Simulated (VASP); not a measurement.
Ir:

```
Ir
1.0
     0.00000    1.91729    1.91729
     1.91729    0.00000    1.91729
     1.91729    1.91729    0.00000
Ir
1
Cartesian
  0.0000 0.0000 0.0000
```

Base run:

```yaml
Program: VASP 6.6.1
Functional: r2SCAN
Potentials_or_basis: VASP PAW PBE potentials, release 64 (Ir)
Cutoff: 520 eV
k_mesh: 16 × 16 × 16
Occupations: methfessel-paxton, width 0.1 eV
Spin: no spin polarisation
```

Its results: pressure 5.7 GPa.

Question: The run is repeated on the same cell with these changes: functional from r2SCAN to PBE. What comes out?

Answer: Pressure 11.4 GPa.

Caveats: the PAW data sets were made with another functional, which shifts forces and pressure a little (some runs).
